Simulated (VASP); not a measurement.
# MgC18 in VASP: further runs, part 2 of 2

VASP 6.6.1. Earlier steps stand in the parts before.

## 4. Single point, PBE

INCAR reads:

```
SYSTEM = MgC18
PREC = Accurate
ENCUT = 520
EDIFF = 1E-7
ISMEAR = 0
SIGMA = 0.02
LREAL = Auto
LASPH = .True.
NELM = 100
ALGO = Fast
ISIF = 2
LWAVE = .False.
LCHARG = .False.
GGA = PE
NBANDS = 52
```

KPOINTS reads:

```
Automatic mesh
0
Gamma
  2 2 1
  0 0 0
```

POSCAR reads:

```
MgC18
1.0
    7.3980000000      0.0000000000      0.0000000000
   -3.6990000000      6.4068560000      0.0000000000
    0.0000000000      0.0000000000     11.0000000000
C Mg
18 1
Direct
   -0.0006012042      0.0016380889      0.0806129091
    0.2206619346      0.1122652046      0.0806689091
   -0.0024275760      0.3353373324      0.0806639091
    0.2224910798      0.4477967040      0.0806892727
   -0.0002244418      0.6704900188      0.0806618182
    0.2202823948      0.7807486230      0.0807372727
    0.3309107494      0.0020072248      0.0807315455
    0.5558317241      0.1144669086      0.0807221818
    0.3331188145      0.3371800459      0.0806713636
    0.5536117933      0.4474174228      0.0806537273
    0.3327430098      0.6682889392      0.0807109091
    0.5539899183      0.7789179279      0.0806840909
    0.6664500285      0.0038376077      0.0806781818
    0.8869409970      0.1140934024      0.0806226364
    0.6660720028      0.3349577390      0.0806889091
    0.8873167385      0.4455734607      0.0806636364
    0.6642242085      0.6686630697      0.0806274545
    0.8891391046      0.7811197879      0.0805990909
    1.0560224723      0.8884415383      0.4542759091
```

Potentials or basis: VASP PAW PBE potentials, release 64 (C, Mg).

On the command line:

```
cat potpaw_PBE.64/C/POTCAR potpaw_PBE.64/Mg/POTCAR > POTCAR
mpirun -np 1 vasp_std > vasp.out
```

OUTCAR:

```text
SYSTEM = MgC18
   PREC = Accurate
   ENCUT = 520
   EDIFF = 1E-7
   ISMEAR = 0
   LREAL = Auto
   LASPH = .True.
   NELM = 100
   ISIF = 2
   GGA = PE

 ion  position               nearest neighbor table
   1  0.999  0.002  0.081-  18 1.41   2 1.42  14 1.44
   2  0.221  0.112  0.081-   7 1.41   1 1.42   9 1.44
   3  0.998  0.335  0.081-  16 1.41  14 1.42   4 1.44
   4  0.222  0.448  0.081-  11 1.41   9 1.42   3 1.44
   5  1.000  0.670  0.081-   6 1.41  18 1.42  16 1.44
[... 437 lines left out ...]
  Total        1.6210045      1.6143502     -0.2225108     -0.0022587     -0.0037851      0.0028868
  in kB        4.9813015      4.9608530     -0.6837695     -0.0069410     -0.0116316      0.0088710
  external PRESSURE =       3.0861283 kB  Pullay stress =       0.0000000 kB

 VOLUME and BASIS-vectors are now :
 -----------------------------------------------------------------------------
  energy-cutoff  :      520.00
  volume of cell :      521.38
      direct lattice vectors                 reciprocal lattice vectors
     7.398000000  0.000000000  0.000000000     0.135171668  0.078041398  0.000000000
    -3.699000000  6.406856000  0.000000000     0.000000000  0.156082796  0.000000000
     0.000000000  0.000000000 11.000000000     0.000000000  0.000000000  0.090909091

 POSITION                                       TOTAL-FORCE (eV/Angst)
 -----------------------------------------------------------------------------------
      7.38749      0.01049      0.88674        -0.001043      0.008991     -0.003503
      1.21719      0.71927      0.88736         0.001067      0.006093      0.002081
      6.13963      2.14846      0.88730         0.002507      0.001004      0.001112
     -0.01041      2.86897      0.88758        -0.003960     -0.002344     -0.001529
      4.91620      4.29573      0.88728         0.001586     -0.000904     -0.002000
     -1.25834      5.00214      0.88811         0.004775      0.000872     -0.002695
[... 11 lines left out ...]
      3.68849      5.00452      0.88659        -0.000054     -0.006968      0.002086
     -2.87189      5.69212      4.99704         0.001901      0.000121      0.002557
 -----------------------------------------------------------------------------------
    total drift:                               -0.010173      0.000521     -0.028343

  FREE ENERGIE OF THE ION-ELECTRON SYSTEM (eV)
  ---------------------------------------------------
  free  energy   TOTEN  =      -165.6522317553 eV

  energy  without entropy=     -165.6522317553  energy(sigma->0) =     -165.65223176
```

OSZICAR:

```text
N       E                     dE             d eps       ncg     rms          rms(c)
DAV:   1     0.558772154819E+03    0.55877E+03   -0.30007E+04   424   0.114E+03
DAV:   2    -0.899744179878E+02   -0.64875E+03   -0.62442E+03   640   0.266E+02
DAV:   3    -0.179582399252E+03   -0.89608E+02   -0.89177E+02   480   0.101E+02
[... 14 lines left out ...]
RMM:  18    -0.165652231988E+03    0.12754E-05   -0.14955E-05   538   0.802E-03    0.369E-03
RMM:  19    -0.165652231533E+03    0.45516E-06   -0.37081E-06   522   0.495E-03    0.171E-03
RMM:  20    -0.165652231618E+03   -0.85109E-07   -0.18108E-06   436   0.325E-03    0.765E-04
RMM:  21    -0.165652231741E+03   -0.12231E-06   -0.60370E-07   398   0.176E-03    0.510E-04
RMM:  22    -0.165652231755E+03   -0.14557E-07   -0.28851E-07   369   0.111E-03
   1 F= -.16565223E+03 E0= -.16565223E+03  d E =-.145075E-13
```

stdout:

```text
POSCAR found type information on POSCAR C Mg
 POSCAR found :  2 types and      19 ions
 scaLAPACK will be used
 LDA part: xc-table for (Slater+PW92), standard interpolation
 POSCAR, INCAR and KPOINTS ok, starting setup
 FFT: planning ... GRIDC
 FFT: planning ... GRID_SOFT
 FFT: planning ... GRID
 WAVECAR not read
 entering main loop
WARNING in EDDRMM: call to ZHEGV failed, returncode =   8  4     44
```

Run time: 2.8 min. Hardware: 1 thread of Intel Xeon Platinum 8559C (Emerald Rapids), shared host; peak memory 0.57 GiB.

Results:

```yaml
Free_energy: -165.6522 eV
Largest_force: 0.012 eV/Å
Band_gap_on_the_k_mesh: 0.22 eV, direct
```

Forces on the atoms (eV/Å):
```
C   -0.001  0.009 -0.004
C    0.001  0.006  0.002
C    0.003  0.001  0.001
C   -0.004 -0.002 -0.002
C    0.002 -0.001 -0.002
C    0.005  0.001 -0.003
C    0.007 -0.009 -0.001
C   -0.006 -0.009 -0.001
C   -0.003 -0.003  0.000
C    0.004  0.001  0.004
C   -0.006  0.010 -0.004
C   -0.005  0.001  0.001
C   -0.003 -0.005  0.003
C    0.006  0.001  0.001
C   -0.006  0.004 -0.001
C   -0.004  0.006  0.000
C    0.011 -0.002  0.001
C    0.000 -0.007  0.002
Mg   0.002  0.000  0.003
```

Caveat: the k mesh is coarse (spacing up to 0.49 Å⁻¹), so the values aren't converged.

## 5. Single point, PBE

INCAR reads:

```
PREC     = Accurate       # precision mode
ENCUT    = 520            # plane-wave cutoff, eV
EDIFF    = 1E-6           # SCF threshold, eV
ISMEAR   = 0              # smearing method
SIGMA    = 0.02           # smearing width, eV
LREAL    = Auto         
LASPH    = True           # aspherical terms in the spheres
NELM     = 60             # most SCF steps
ALGO     = Fast           # electronic algorithm
ISIF     = 2              # what is computed and relaxed
LWAVE    = False          # write WAVECAR
LCHARG   = False          # write CHGCAR
GGA      = PE             # functional
NBANDS   = 52             # bands
```

KPOINTS reads:

```
Automatic mesh
0
Gamma
  2 2 1
```

POSCAR reads:

```
MgC18
1.0
    7.3980000000      0.0000000000      0.0000000000
   -3.6990000000      6.4068560000      0.0000000000
    0.0000000000      0.0000000000     11.0000000000
C Mg
18 1
Direct
   -0.0003732869      0.0018411527      0.0807060000
    0.2204172062      0.1122369537      0.0806842727
   -0.0024511774      0.3351030521      0.0806751818
    0.2224979134      0.4475778760      0.0806847273
   -0.0004336796      0.6705254496      0.0806767273
    0.2204790674      0.7809816547      0.0806827273
    0.3308756085      0.0017782513      0.0806702727
    0.5558416961      0.1142576015      0.0806802727
    0.3328949538      0.3371919082      0.0806836364
    0.5538133990      0.4476484254      0.0806614545
    0.3329594487      0.6684941881      0.0806612727
    0.5537626887      0.7789016953      0.0806872727
    0.6662390902      0.0038577424      0.0806686364
    0.8871525773      0.1143189421      0.0806756364
    0.6662904918      0.3351673582      0.0806853636
    0.8870889794      0.4455594132      0.0806724545
    0.6642096585      0.6684428369      0.0806864545
    0.8891700342      0.7809267135      0.0806719091
    1.1116741722      0.8884299881      0.4541496364
```

On the command line:

```
cat potpaw_PBE.64/C/POTCAR potpaw_PBE.64/Mg/POTCAR > POTCAR
mpirun -np 1 vasp_std > vasp.out
```

Wall time 2.5 min (1 thread of Intel Xeon Platinum 8559C (Emerald Rapids), shared host); peak memory 0.56 GiB.

The run converged. Its results:

| Property | Result |
| --- | --- |
| Free energy | -165.6526 eV |
| Largest force | 0.014 eV/Å |
| Band gap on the k mesh | 0.22 eV, direct |

Forces in eV/Å, atoms in the order of the input:
```
C   -0.008  0.008 -0.004
C    0.008  0.011  0.003
C   -0.001  0.003  0.001
C   -0.005  0.004  0.000
C    0.003 -0.007 -0.003
C    0.008 -0.005 -0.005
C    0.012 -0.004  0.001
C   -0.006 -0.007 -0.001
C    0.005 -0.005 -0.001
C    0.002 -0.003  0.006
C   -0.006  0.008 -0.001
C   -0.008  0.000  0.000
C    0.001 -0.003  0.003
C    0.001 -0.004 -0.001
C   -0.006  0.002 -0.001
C   -0.005  0.006 -0.001
C    0.008  0.001 -0.001
C   -0.004 -0.005  0.003
Mg   0.000  0.000  0.002
```

Levels at points of the mesh, in eV from the valence-band top:
```tsv
k point	band 33	band 34	band 35	band 36	band 37	band 38	band 39	band 40	band 41	band 42
(0.00, 0.00, 0.00)	-2.93	-2.93	-0.41	0.00	0.00	0.22	0.22	2.99	3.45	3.45
(0.50, 0.00, 0.00)	-2.57	-2.52	-2.52	-2.25	-0.31	1.79	2.59	2.59	2.60	2.66
(0.00, 0.50, 0.00)	-2.57	-2.52	-2.52	-2.25	-0.31	1.79	2.59	2.59	2.60	2.66
(0.50, 0.50, 0.00)	-2.57	-2.52	-2.52	-2.25	-0.31	1.79	2.59	2.59	2.60	2.66
```

Caveat: the k mesh is coarse (spacing up to 0.49 Å⁻¹), so the values aren't converged. As with any semilocal functional, this PBE gap is likely too small.
